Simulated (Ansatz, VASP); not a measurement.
# GaBiN2: VASP beside Ansatz

Aim: how closely do two programs agree when they are given the same cell, functional and k mesh? The cell is invented: As first built, before any earlier steps moved the atoms (in the runner's words): it takes the InGaN2 structure with some of its atoms replaced by other elements, volume scaled by an estimate. It may not be a known or stable phase. The cell is a member of a volume series, scaled by 1.02 from a relaxed one, so a pressure remains.

Program: Ansatz 0.2.0. Level of theory: plane waves, with VASP 6.6.1 beside it; single point at BLYP with D3(BJ). Results are calculated unless marked as measured.

### 1. Set-up

The structure is trigonal, space group P3m1 (No. 156). The conventional cell has a = 3.392 Å, b = 3.392 Å, c = 6.535 Å, α = 90.00°, β = 90.00°, γ = 120.00°. Nearest to Bi lie 4 N at 2.28 to 2.87 Å. Ga has 4 N at 2.00 to 2.06 Å nearest. Nearest to N lie 1 Ga at 2.06 Å and 3 Bi at 2.28 Å. N has 3 Ga at 2.00 Å and 1 Bi at 2.87 Å nearest. As first built, before any earlier steps moved the atoms (in the runner's words): sites of the InGaN2 structure (space group 156) filled with other elements, volume scaled by an estimate. Farther neighbours and most contacts between anions are not listed.

As a file:

```xyz
4
Lattice="3.3918 0.0000 0.0000 -1.6959 2.9374 0.0000 0.0000 0.0000 6.5351" Properties=species:S:1:pos:R:3 pbc="T T T"
Bi    0.0000    0.0000    0.0086
Ga    1.6959    0.9791    3.2463
N     1.6959    0.9791    1.1857
N     0.0000    0.0000    3.6735
```

### 2. VASP: single point, BLYP with D3(BJ), volume scaled by 1.02

A single point gives forces, pressure and levels at one fixed geometry, so differences don't come from the geometry; what else differs is listed under the comparison.

Lines of VASP's logs that name or quote its potential files are left out, and so is its time.

INCAR reads:

```
SYSTEM = GaBiN2
PREC = Accurate
ENCUT = 520
EDIFF = 1E-06
NELM = 100
ISMEAR = 0
SIGMA = 0.05
LREAL = .FALSE.
ALGO = Normal
GGA = B5
ALDAX = 1
AGGAX = 1
AGGAC = 1
ALDAC = 0
IVDW = 12
VDW_S6 = 1
VDW_S8 = 2.6996
VDW_A1 = 0.4298
VDW_A2 = 4.2359
NBANDS = 25
LORBIT = 11
LWAVE = .FALSE.
LCHARG = .FALSE.
KPAR = 2
ISIF = 2
```

POSCAR reads:

```
GaBiN2
1.0
    3.3918169248     -0.0000000109      0.0000000000
   -1.6959079728      2.9373992953      0.0000000000
    0.0000000000      0.0000000000      6.5351405559
Bi Ga N
1 1 2
Direct
    0.0000000000      0.0000000000      0.0013104199
    0.6666666700      0.3333333300      0.4967410997
    0.6666666700      0.3333333300      0.1814348056
    0.0000000000      0.0000000000      0.5621126747
```

KPOINTS reads:

```
Automatic mesh
0
Gamma
9 9 4
0 0 0
```

Potentials, in the order of the species: Bi_d, Ga_d and N (PBE family, release 64).

Started as:

```bash
$ mpirun -np 2 vasp_std
```

Numbers of over 12 decimals in the logs are rounded to 6 here.

The log of the run:

```text
[banner, memory and clock lines left out]
running    2 mpi-ranks, on    1 nodes
 distrk:  each k-point on    1 cores,    2 groups
 distr:  one band on    1 cores,    1 groups

 POSCAR found type information on POSCAR BiGaN
 POSCAR found :  3 types and       4 ions
|                                                                             |
|               ----> ADVICE to this user running VASP <----                  |
|                                                                             |
|     You enforced a specific xc type in the INCAR file but a different       |
|     [... a line on the potential file left out ...]
|     I HOPE YOU KNOW WHAT YOU ARE DOING!                                     |
|                                                                             |

 LDA part: xc-table for (Slater(with rela. corr.)+VWN5), standard interpolation
 POSCAR, INCAR and KPOINTS ok, starting setup
 FFT: planning ... GRIDC
 FFT: planning ... GRID_SOFT
 FFT: planning ... GRID
 WAVECAR not read
 entering main loop
       N       E                     dE             d eps       ncg     rms          rms(c)
DAV:   1     0.367142151969E+03    0.36714E+03   -0.19262E+04  2198   0.225E+03
DAV:   2     0.207572000304E+02   -0.34638E+03   -0.33662E+03  2350   0.513E+02
DAV:   3    -0.243602866461E+02   -0.45117E+02   -0.44215E+02  2758   0.170E+02
DAV:   4    -0.260262067645E+02   -0.16659E+01   -0.16604E+01  2658   0.361E+01
DAV:   5    -0.260850629595E+02   -0.58856E-01   -0.58813E-01  3087   0.626E+00    0.132E+01
DAV:   6    -0.201768936079E+02    0.59082E+01   -0.39681E+01  3331   0.510E+01    0.532E+00
DAV:   7    -0.199650114850E+02    0.21188E+00   -0.36874E+00  2511   0.147E+01    0.291E+00
DAV:   8    -0.199391474711E+02    0.25864E-01   -0.40734E-01  2692   0.457E+00    0.150E+00
DAV:   9    -0.199156622329E+02    0.23485E-01   -0.13985E-01  2722   0.292E+00    0.354E-01
DAV:  10    -0.199159464345E+02   -0.28420E-03   -0.19595E-02  2558   0.115E+00    0.252E-01
DAV:  11    -0.199160802605E+02   -0.13383E-03   -0.26574E-03  3125   0.437E-01    0.905E-02
DAV:  12    -0.199161961575E+02   -0.11590E-03   -0.49079E-04  2369   0.155E-01    0.332E-02
DAV:  13    -0.199161869658E+02    0.91917E-05   -0.15008E-04  2927   0.104E-01    0.191E-02
DAV:  14    -0.199161869277E+02    0.38087E-07   -0.21369E-05  2611   0.558E-02    0.415E-03
DAV:  15    -0.199161873820E+02   -0.45429E-06   -0.48884E-06  2643   0.256E-02
   1 F= -.22350497E+02 E0= -.22349825E+02  d E =-.134351E-02
```

Parts of OUTCAR (step 2):

```text
ion  position               nearest neighbor table
   1  0.000  0.000  0.001-   3 2.28   3 2.28   3 2.28
   2  0.667  0.333  0.497-   4 2.00   4 2.00   4 2.00   3 2.06
   3  0.667  0.333  0.181-   2 2.06   1 2.28   1 2.28   1 2.28
   4  0.000  0.000  0.562-   2 2.00   2 2.00   2 2.00

  LATTYP: Found a hexagonal cell.
 ALAT       =     3.3918169248
 C/A-ratio  =     1.9267374097

 Subroutine GETGRP returns: Found  6 space group operations
 (whereof  6 operations were pure point group operations)

The static configuration has the point symmetry C_3v.

 Found     43 irreducible k-points:

   k-points           NKPTS =     43   k-points in BZ     NKDIM =     43   number of bands    NBANDS=     25

   dimension x,y,z NGX =    28 NGY =   28 NGZ =   50
   dimension x,y,z NGXF=    56 NGYF=   56 NGZF=  100

   ENCUT  =  520.0 eV  38.22 Ry    6.18 a.u.   6.31  6.31 12.15*2*pi/ulx,y,z

   NELECT =      38.0000    total number of electrons

 k-points in reciprocal lattice and weights: Automatic mesh
   0.00000000  0.00000000  0.00000000       0.003
   0.11111111  0.00000000  0.00000000       0.019
   0.22222222  0.00000000  0.00000000       0.019
   0.33333333  0.00000000  0.00000000       0.019
   0.44444444  0.00000000  0.00000000       0.019
   0.11111111  0.11111111  0.00000000       0.019
   0.22222222  0.11111111  0.00000000       0.037
   0.33333333  0.11111111  0.00000000       0.037
   0.44444444  0.11111111  0.00000000       0.019
[...]
0.33333333  0.22222222  0.50000000       0.037
   0.33333333  0.33333333  0.50000000       0.006

 average (electrostatic) potential at core
       1-105.4154       2 -62.9120       3 -62.4653       4 -61.2301

 E-fermi :   6.5536

 k-point     1 :       0.0000    0.0000    0.0000
  band No.  band energies     occupation
    ...
     15       4.4404      2.00000
     16       4.4404      2.00000
     17       4.5962      2.00000
     18       5.7637      2.00000
     19       5.7637      2.00000
     20       8.1367      0.00000
     21       9.3351      0.00000
     22      11.8387      0.00000
     23      11.8387      0.00000
     24      14.9225      0.00000
    ...

 k-point     2 :       0.1111    0.0000    0.0000
  band No.  band energies     occupation
    ...
     15       3.6749      2.00000
     16       4.2693      2.00000
     17       5.0777      2.00000
     18       5.3061      2.00000
     19       5.6106      2.00000
     20       8.5036      0.00000
     21       9.8806      0.00000
     22      10.7724      0.00000
     23      11.7590      0.00000
     24      14.5644      0.00000
    ...

 k-point     3 :       0.2222    0.0000    0.0000
  band No.  band energies     occupation
    ...
     15       2.6676      2.00000
     16       3.8617      2.00000
     17       4.7647      2.00000
     18       5.2468      2.00000
     19       5.3662      2.00000
     20       8.3575      0.00000
     21       9.8583      0.00000
     22      11.0184      0.00000
     23      11.5357      0.00000
     24      13.6778      0.00000
    ...

 Edisp (eV)   -2.43431

  Total      -0.94880    -0.94880    -0.81641    -0.00000     0.00000     0.00000
  in kB     -23.34711   -23.34711   -20.08947    -0.00000     0.00000     0.00000
  external pressure =      -22.26 kB  Pullay stress =        0.00 kB

  energy-cutoff  :      520.00
  volume of cell :       65.11
      direct lattice vectors                 reciprocal lattice vectors
     3.391816925 -0.000000011  0.000000000     0.294827234  0.170218553  0.000000000
    -1.695907973  2.937399295  0.000000000     0.000000001  0.340437204  0.000000000
     0.000000000  0.000000000  6.535140556     0.000000000  0.000000000  0.153018897

 POSITION                                       TOTAL-FORCE (eV/Angst)
 -----------------------------------------------------------------------------------
      0.00000      0.00000      0.00856        -0.000000      0.000000      0.195125
      1.69591      0.97913      3.24627         0.000000     -0.000000     -0.040387
      1.69591      0.97913      1.18570        -0.000000     -0.000000     -0.111688
      0.00000      0.00000      3.67349         0.000000     -0.000000     -0.043050
 -----------------------------------------------------------------------------------
    total drift:                               -0.000022      0.000007      0.000808

  FREE ENERGIE OF THE ION-ELECTRON SYSTEM (eV)
  ---------------------------------------------------
  free  energy   TOTEN  =       -22.3504970362 eV

  energy  without entropy=      -22.3491535274  energy(sigma->0) =      -22.34982528

 total charge
# of ion       s       p       d       tot
------------------------------------------
    1        1.583   1.204   9.993  12.779
    2        0.780   0.751  10.112  11.643
    3        1.291   2.359   0.000   3.650
    4        1.241   2.397   0.000   3.639
--------------------------------------------------
tot          4.895   6.711  20.105  31.710

[... 3 further parts left out ...]
```

The PAW data sets were made with PBE, which is usual practice but a small mismatch for other functionals. The scan keeps the cell's shape and the fractional positions fixed.

### 3. Ansatz: single point, BLYP with D3(BJ), volume scaled by 1.02

Ansatz runs on its default PAW (the set named soft_2) files.

The same cell, functional (in two slightly different forms), mesh and smearing now go to Ansatz, which takes its cutoff from its data sets.

input.yaml reads:

```yaml
crystal:
  lattice:
    - [3.3918169248, -1.09e-08, 0.0]
    - [-1.6959079728, 2.9373992953, 0.0]
    - [0.0, 0.0, 6.5351405559]
  atoms:
    - { symbol: Bi, position: [0.0, 0.0, 0.0013104199] }
    - { symbol: Ga, position: [0.66666667, 0.33333333, 0.4967410997] }
    - { symbol: "N", position: [0.66666667, 0.33333333, 0.1814348056] }
    - { symbol: "N", position: [0.0, 0.0, 0.5621126747] }
hamiltonian:
  xc: blyp
  pseudopotentials: { kind: paw }
  dispersion: d3bj
kpoints:
  mp_grid: { grid: [9, 9, 4] }
scf:
  occupations: { method: gaussian, width: 0.05 }
  n_extra_bands: 5
output:
  forces: true
  stress: true
  eigenvalues: true
```

Started as:

```bash
$ ansatz run input.yaml --threads 2 --pin off --max-ram 4608MiB --backend cpu --events-out ev --progress --plain --runs-dir out
```

The log of the run:

```text
Warning: the atoms were moved onto the symmetric positions of the space group found under crystal.symmetry.tolerance 1.0e-5 (fractional; no operation is sought that the atoms, as they stand in a round, miss by more than twice it, and no atom is moved by as much as it), and the run uses the moved positions. Before a round's move an operation carried an atom to 1.70e-8 Å from where it should land, the largest such dist [...]
scf.n_extra_bands = 5 over 19 filled bands (N_el = 38.0): the run solves 24 bands
Engine: ansatz 0.2.0, aarch64-unknown-linux-gnu
Pseudopotentials: kind: paw
Pseudopotential: Bi, paw, valence charge 15, recommended cutoff 420 eV (normal), Bi.paw.azcp
Pseudopotential: Ga, paw, valence charge 13, recommended cutoff 420 eV (normal), Ga.paw.azcp
Pseudopotential: N, paw, valence charge 5, recommended cutoff 420 eV (normal), N.paw.azcp
Functional definition: BLYP
  parameter beta = 0.0042
  parameter a = 0.04918
  parameter b = 0.132
  parameter c = 0.2533
  parameter d = 0.349
  exchange = b88_x(beta = beta)
  correlation = lyp_c(a = a, b = b, c = c, d = d)
Crystal: 4 atoms, lattice volume = 65.110 Å³
Basis set: ecut = 420 eV, 1281 PW (Γ), exchange–correlation on 48×48×90 points (8 copies of the dense FFT grid, shifted against one another)
Bands: 24, of which v1, the nominal top of the filled ones, is band 19 counted from 1 (18 counted from 0)
Symmetry: 6 space group operations
Space group: P3m1 (ITA 156), of the structure as read, at distance tolerance 4.0e-5 Å
k-points: 43 of 324 (time reversal used)
Non-local potential: Bi, projectors of the file, l = 0: 2, l = 1: 2, l = 2: 2, l = 3: 2
Non-local potential: Ga, projectors of the file, l = 0: 2, l = 1: 2, l = 2: 3, l = 3: 1
Non-local potential: N, projectors of the file, l = 0: 2, l = 1: 2, l = 2: 1
PAW form: soft (Blöchl's): semilocal exchange-correlation on the pseudo side does not see the compensation charge
PAW frozen core: Bi, regenerated for the run's functional, and the local potential with it (the file was generated under x = pbe(κ = 0.804, μ = 0.219515), c = pbe(β = 0.066725))
PAW frozen core: Ga, regenerated for the run's functional, and the local potential with it (the file was generated under x = pbe(κ = 0.804, μ = 0.219515), c = pbe(β = 0.066725))
PAW frozen core: N, regenerated for the run's functional, and the local potential with it (the file was generated under x = pbe(κ = 0.804, μ = 0.219515), c = pbe(β = 0.066725))
PAW one-centre angular grid: Bi, 590 points (default); XC on 64 Gauss nodes
PAW one-centre angular grid: Ga, 590 points (default); XC on 64 Gauss nodes
PAW one-centre angular grid: N, 110 points (default); XC on 64 Gauss nodes
Initial density: superposition of atomic densities (neutral atoms: chi_scale 0, normalization atom), corrected by the library's trained network
Initial wavefunctions: pseudopotential atomic-orbital guess
Functional: x = b88, c = lyp
SCF iter   1: F=—  HF=-16989.920466 eV  |F-HF|=—  |Δ(HF+E_count)|=         —  Δρ=1.60e-2  dr2=1.57e-1  ethr=1.77e-3  ⟨swp⟩=6.1  Hψ=5042  notcnv=0
preconditioner: auto → LDOS  [insulator: Δε(μ)=0.109 eV  Ē_g=17.031 eV  σ=0.050 eV  W_gap=0.65  n_scr=22 (ndim 8)  ℏωp=28.4 eV  f_vac=0.016  D(μ)=0.42/eV (n_scr^D=2)  ε∞_Penn≈3.8  β→1.0]
SCF iter   2: F=—  HF=-16989.972076 eV  |F-HF|=—  |Δ(HF+E_count)|=   5.16e-2  Δρ=2.40e-2  dr2=4.56e-1  ethr=4.14e-4  ⟨swp⟩=2.8  Hψ=2207  notcnv=0  defer=41  recentre
SCF iter   3: F=—  HF=-16989.885696 eV  |F-HF|=—  |Δ(HF+E_count)|=   8.64e-2  Δρ=2.99e-3  dr2=5.26e-3  ethr=4.14e-4  ⟨swp⟩=2.2  Hψ=1753  notcnv=0  defer=41
SCF iter   4: F=—  HF=-16989.884703 eV  |F-HF|=—  |Δ(HF+E_count)|=   9.94e-4  Δρ=6.84e-4  dr2=2.29e-4  ethr=1.38e-5  ⟨swp⟩=2.0  Hψ=1901  notcnv=0  defer=41
SCF iter   5: F=—  HF=-16989.884567 eV  |F-HF|=—  |Δ(HF+E_count)|=   1.35e-4  Δρ=1.99e-4  dr2=3.16e-5  ethr=6.02e-7  ⟨swp⟩=2.0  Hψ=1581  notcnv=0  defer=41
SCF iter   6: F=—  HF=-16989.884564 eV  |F-HF|=—  |Δ(HF+E_count)|=   3.14e-6  Δρ=5.79e-5  dr2=4.26e-6  ethr=8.32e-8  ⟨swp⟩=2.0  Hψ=1565  notcnv=0  defer=41
SCF iter   7: F=—  HF=-16989.884565 eV  |F-HF|=—  |Δ(HF+E_count)|=   5.64e-7  Δρ=1.64e-5  dr2=1.96e-7  ethr=1.12e-8  ⟨swp⟩=2.4  Hψ=1483  notcnv=0  defer=41
SCF iter   8: F=-16989.884565 eV  HF=-16989.884565 eV  |F-HF|=1.37e-8  |Δ(HF+E_count)|=   5.60e-8  Δρ=4.82e-6  dr2=1.52e-8  ethr=2.63e-10  ⟨swp⟩=9.6  Hψ=4629  notcnv=0
SCF 1 converged in 8 iterations: F = -16989.884565 eV  dr2 = 1.52e-8
  greatest PAW one-centre occupation: 0.995 electrons in one spin orbital (limit 2), on the Ga atom at site 1 (counted from 0), in its partial waves of l = 2
SCF converged after 8 iterations
Free energy (F): -16989.884565 eV
Harris-Foulkes:  -16989.884565 eV  (|F-HF|=1.37e-8)
Internal energy: -16989.883227 eV  (E = F + TS)
E sigma→0 (E₀):  -16989.883896 eV
Entropy (-TS):   -0.001338 eV (-0.335 meV/atom)
Fermi energy:    10.224597 eV
--- Per-component energies (eV) ---
  E_band       = -98.832551
  E_kinetic    = 675.941315
  E_local      = -3803.973830  (includes V_loc(G=0)·N_el)
  E_nonlocal   = 1076.765658
  E_hartree    = 1519.185729
  E_xc         = -334.071685
  E_vxc        = -346.261899  (∫ρ·V_xc dr)
  E_paw        = -12956.925185  (= ΣΔE_a)
  E_vpaw       = -739.673150  (= ΣTr[D̂ρ^β])
  E_aug_tail   = -0.000386  (compensation charges beyond the density's cutoff)
  E_ewald      = -3164.306200
  E_disp       = -2.434583  (pairwise vdW)
  E_core_change = -0.064059  (= ΣΔE_core)
  E_smearing   = -0.001338  (= −TS)
  E_closure    = -0.000000  (closes the sum)
  Σ components = -16989.884565   (vs F -16989.884565, Δ=0.00e0)
--- Forces (eV/Å), atoms counted from 1 ---
  atom   1  Bi     0.00000000    -0.00000000     0.24839796
  atom   2  Ga     0.00000000    -0.00000000    -0.04038703
  atom   3  N     -0.00000000     0.00000000    -0.12960892
  atom   4  N     -0.00000000     0.00000000    -0.07835811
  max |Σ_I F_I| component: 4.39e-5 eV/Å
--- Stress (GPa, compression-positive) ---
       -2.983903      -0.000000      -0.000000
       -0.000000      -2.983903      -0.000000
       -0.000000      -0.000000      -2.315542
  P = ⅓ Tr σ = -2.7611 GPa (-27.611 kbar)
--- Band table (eV; the first three rows and the last of 43) ---
  k-point 0: bands = [... 15 lower, 8.1180, 8.2660, 9.4264, 9.4264, 11.8095, 13.0085, 15.4947, 15.4947, ... 1 higher]
  k-point 1: bands = [... 15 lower, 8.1358, 9.0964, 9.4016, 9.4016, 11.5886, 12.7994, 15.5006, 15.5006, ... 1 higher]
  k-point 2: bands = [... 15 lower, 8.1543, 9.3762, 9.3762, 9.8537, 11.1344, 12.6726, 15.5065, 15.5065, ... 1 higher]
  k-point 42: bands = [... 15 lower, 6.2597, 6.8323, 7.6445, 9.3720, 11.4111, 11.6330, 15.3488, 16.6998, ... 1 higher]
```

Elapsed: 4.2 s, on 2 threads of Arm Neoverse V1, shared host; peak memory 0.39 GiB; 8.3 s of CPU time.

The run ends at a pressure of -2.76 GPa, with forces up to 0.25 eV/Å.

### 4. Comparison

Known differences besides the potentials themselves: the cutoff is 420 eV in Ansatz and 520 eV in VASP; Ansatz makes its cores anew for this functional, VASP keeps those of its PBE data sets; VASP leaves aspherical gradient terms in its spheres out (LASPH is not set), Ansatz keeps them; VASP's log shows a relativistic correction to its local exchange, Ansatz's none. Total energies have different zeros and are not compared.

The two programs side by side:

```
                                        quantity  Ansatz   VASP  difference
                                  pressure (GPa)   -2.76  -2.23       -0.54
pressure without Ansatz's Pulay correction (GPa)   -3.17  -2.23       -0.94
```

Forces (eV/Å; atoms numbered as in POSCAR):

```
atom        Ansatz x, y, z          VASP x, y, z
 Bi1   0.000, 0.000, 0.248   0.000, 0.000, 0.195
 Ga2  0.000, 0.000, -0.040  0.000, 0.000, -0.040
  N3  0.000, 0.000, -0.130  0.000, 0.000, -0.112
  N4  0.000, 0.000, -0.078  0.000, 0.000, -0.043
```

The forces differ by 19 meV/Å r.m.s., which is 28.6 % of the r.m.s. force of 0.07 eV/Å (both taken over all components). Ansatz's pressure holds a Pulay correction of 0.41 GPa; VASP's holds none.

### 5. Further runs

Further runs change the set-up of one program: Ansatz's method, potentials or start, or VASP's data sets, cutoff or form of LDA. The table gives Ansatz less VASP for each quantity, since a change that brings one quantity closer may part another.

```
                                        run  r.m.s. force difference (meV/Å)  pressure (GPa)  pressure without Ansatz's Pulay correction (GPa)
                                   as above                               19           -0.54                                             -0.94
                       cores kept as stored                               19           -0.55                                             -0.96
   Ansatz's larger PAW set (cutoff 1300 eV)                               17           -0.39                                                  
norm-conserving potentials (cutoff 1240 eV)                              8.8           -0.23
```

(Part 1 of 2 ends here.)

[Lines on the potential files, build, host, timing and source positions are cut from VASP's logs without a mark.]

[Logs are printed without paths, hosts, clocks, repeated set-up lines and the standing remarks that a program may print on its own settings, such as how far it seeks lower states.]

[Hosts, paths, dates, database ids (printed as entryN), source tags and the programs' standing remarks are cut or masked in the printed files.]
